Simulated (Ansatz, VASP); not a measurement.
# Cross-check of Pt (Pt(111) film of 2 layers) between VASP and Ansatz, part 2 of 2

Wanted: the spread between two codes on one cell, functional and k mesh. Of the first pair: The structure shown is the end of the Ansatz relaxation below.

VASP 6.6.1 and Ansatz 0.2.0.

So far. Step 3 (VASP: single point, LDA, relaxed cell, pair 1): The run ends at a pressure of 0.11 GPa, with forces up to 0.024 eV/Å.

## (4) Comparison

Known differences besides the potentials themselves: the two LDA forms differ slightly; Ansatz cuts the interaction across the vacuum, VASP repeats the sheet with a dipole correction; the data sets hold 36 valence electrons in Ansatz (on its default PAW (the set named soft_2) files) and 20 in VASP; the cutoff is 420 eV in Ansatz and 400 eV in VASP; VASP's log shows a relativistic correction to its local exchange, Ansatz's none. Total energies have different zeros and are not compared.

At this near-relaxed geometry the largest component of a force difference is 24 meV/Å. With vacuum in the cell, a pressure given here is an average over mostly empty space and none of the material.

## (5) Ansatz: relaxation, LDA

The two programs are compared at the cell with which this relaxation starts, whose forces are those of its first step.

The structure compared here is the start of the Ansatz relaxation; VASP solves that cell, so the two are compared at the walk's first step.

The input, input.yaml:

```yaml
crystal:
  lattice:
    - [2.77186, 0.0, 0.0]
    - [-1.38593, 2.4005, 0.0]
    - [0.0, 0.0, 13.26321]
  atoms:
    - { symbol: Pt, position: [0.0, 0.0, 0.41468082] }
    - { symbol: Pt, position: [0.33333333, 0.66666667, 0.58531918] }
  periodic: [true, true, false]
kpoints:
  mp_grid: { grid: [12, 12, 1] }
hamiltonian:
  xc: lda
scf:
  occupations: { method: gaussian, width: 0.1 }
output:
  forces: true
  stress: true
  eigenvalues: true
  write_density: true
  write_potential: true
  elf: true
  volumetric_format: npy
relax:
  adjacent_minimum: "off"
  f_tol: 0.005
  max_steps: 80
  cell: { stress_2d_tol: 0.02 }
```

Launch:

```bash
ansatz run input.yaml --threads 4 --pin off --max-ram 16384MiB --backend cpu --events-out ev --progress --plain --runs-dir out
```

Numbers of over 12 decimals in the logs are rounded to 6 here.

What it wrote:

```text
[...]
k-point 18: bands = [... 14 lower, -9.2950, -7.7300, -6.4799, -6.4799, 0.3320, 0.3320, 2.0763, 3.0949]
--- Relaxed structure (6 steps of the walk, 6 accepted, 1 SCFs on fresh bases) ---
[...]
cell:  # Å, volume = 170.9427 Å³
    - [2.639758, 0.0, 0]
    - [-1.319879, 2.286097, 0]
    - [0, 0, 28.326425]
  atoms:
    - { symbol: Pt, position: [3.2381505022763835e-17, -2.3129646415289146e-17, 0.192781] }
    - { symbol: Pt, position: [0.333333, 0.666667, 0.275446] }
[key lines of the parts left out:]
SCF converged after 7 iterations
Free energy (F): -24488.533767 eV
Fermi energy:    -5.923210 eV
P = ½ c Tr σ = 0.0109 N/m
```

## (6) VASP: single point, LDA, start cell, pair 2

The same cell, functional (in two slightly different forms), mesh and smearing now go to VASP, with its own data sets.

The input, INCAR:

```
SYSTEM = Pt
PREC = Accurate
ENCUT = 400
EDIFF = 1E-06
NELM = 120
ISMEAR = 0
SIGMA = 0.1
LREAL = .FALSE.
ALGO = Normal
GGA = CA
NBANDS = 16
LASPH = .TRUE.
LORBIT = 11
LWAVE = .FALSE.
LCHARG = .FALSE.
ISIF = 2
LDIPOL = .TRUE.
IDIPOL = 3
DIPOL = 0.5 0.5 0.234
LVHAR = .TRUE.
GGA_COMPAT = .FALSE.
NELMDL = -8
KPAR = 2
```

The input, POSCAR:

```
Pt
1.0
    2.7718590000      0.0000000000      0.0000000000
   -1.3859300000      2.4005010000      0.0000000000
    0.0000000000      0.0000000000     28.3264250000
Pt
2
Direct
    0.0000000000      0.0000000000      0.1941649537
    0.3333334536      0.6666666667      0.2740625052
```

The input, KPOINTS:

```
Automatic mesh
0
Gamma
12 12 1
0 0 0
```

The projector-augmented-wave data sets are Pt (LDA family, release 64).

Launch:

```bash
mpirun -np 2 vasp_std
```

What it wrote:

```text
[... set-up lines as in an earlier step ...]
 entering main loop
       N       E                     dE             d eps       ncg     rms          rms(c)
DAV:   1     0.119435279590E+03    0.11944E+03   -0.62583E+03   616   0.760E+02
DAV:   2    -0.862425395642E+01   -0.12806E+03   -0.12101E+03   936   0.161E+02
DAV:   3    -0.140425989417E+02   -0.54183E+01   -0.53222E+01   712   0.417E+01
DAV:   4    -0.140977579672E+02   -0.55159E-01   -0.55028E-01   872   0.463E+00
[...]
DAV:  13    -0.132783745332E+02   -0.71815E-05   -0.52924E-05   800   0.454E-02    0.176E-02
DAV:  14    -0.132783793697E+02   -0.48365E-05   -0.30931E-06   720   0.105E-02    0.104E-02
DAV:  15    -0.132783797614E+02   -0.39171E-06   -0.12347E-06   608   0.519E-03
   1 F= -.13278380E+02 E0= -.13264667E+02  d E =-.274254E-01
```

From OUTCAR (step 6):

```text
  Total       -5.6872768     -5.6872801     -0.3080819      0.0000012      0.0000000      0.0000000
  in kB      -48.3448432    -48.3448710     -2.6188577      0.0000101      0.0000000      0.0000000
  external PRESSURE =     -33.1028573 kB  Pullay stress =       0.0000000 kB

 POSITION                                       TOTAL-FORCE (eV/Angst)
 -----------------------------------------------------------------------------------
      0.00000      0.00000      5.50000         0.000000      0.000000      0.130309
     -0.00000      1.60033      7.76321        -0.000000      0.000000     -0.130309
 -----------------------------------------------------------------------------------
    total drift:                               -0.000072     -0.000000     -0.000170

  FREE ENERGIE OF THE ION-ELECTRON SYSTEM (eV)
  ---------------------------------------------------
  free  energy   TOTEN  =       -13.2783797614 eV

  energy  without entropy=      -13.2509543489  energy(sigma->0) =      -13.26466706

[... 1 part as in an earlier step ...]

[... 2 further parts left out ...]
[key lines of the parts left out:]
E-fermi :  -3.3387
```

The run ends at a pressure of -3.31 GPa, with forces up to 0.13 eV/Å.

## (7) Differences

What differs besides the data sets and the points named for the pairs above, as far as they apply: the data sets hold 36 valence electrons in Ansatz (on its default PAW (the set named soft_2) files) and 20 in VASP. Total energies have different zeros and are not compared.

Forces (eV/Å; atoms numbered as in POSCAR):

| atom | Ansatz x, y, z | VASP x, y, z |
| --- | --- | --- |
| Pt1 | 0.000, 0.000, 0.149 | 0.000, 0.000, 0.130 |
| Pt2 | 0.000, 0.000, -0.149 | 0.000, 0.000, -0.130 |

The forces differ by 11 meV/Å r.m.s., which is 14.5 % of the r.m.s. force of 0.075 eV/Å (both taken over all components). With vacuum in the cell, a pressure given here is an average over mostly empty space and none of the material.

## (8) What came out

| Quantity | Value |
| --- | --- |
| r.m.s. force difference (single point, LDA, relaxed cell, pair 1) | 14 meV/Å |
| r.m.s. force difference (single point, LDA, start cell, pair 2) | 11 meV/Å |

**Reading.** The r.m.s. force difference is 14 meV/Å (single point, LDA, relaxed cell, pair 1), beyond the 12 meV/Å picked in this series as the mark of a large difference. The data sets hold unlike numbers of valence electrons (36 in Ansatz and 20 in VASP), so part of the differences comes from the potentials. What causes the difference of the single point, LDA, relaxed cell, pair 1 pair stays open here. Such differences can come from data sets, numerical settings and the points named under the comparisons, not from the functional's error against experiment.

[Lines on the potential files, build, host, timing and source positions are cut from VASP's logs without a mark.]

[Logs are printed without paths, hosts, clocks, repeated set-up lines and the standing remarks that a program may print on its own settings, such as how far it seeks lower states.]

[Hosts, paths, dates, database ids (printed as entryN), source tags and the programs' standing remarks are cut or masked in the printed files.]
